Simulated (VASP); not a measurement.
```xyz
2
Lattice="3.9520 0.0000 0.0000 0.0000 3.9520 0.0000 0.0000 0.0000 3.9520" Properties=species:S:1:pos:R:3 pbc="T T T"
Tl     0.0000     0.0000     0.0000
Br     1.9760     1.9760     1.9760
```

The numbers are results of PW91 GGA, VASP's PBE PAW potentials (set 64) (plane waves; VASP), not measurements. Settings: 520 eV cut-off, 7×7×7 Γ-centred mesh, Gaussian smearing of 0.050 eV, potentials Tl_d Br.

Question: Predict the energy per atom (σ→0), pressure.

Answer: 
The energy per atom (σ→0) comes out as -2.791 eV/atom and the pressure is 1.56 GPa.

The compound is TlBr in the CsCl type structure. This cell is one point of a volume scan, at 0.94 of the reference volume.
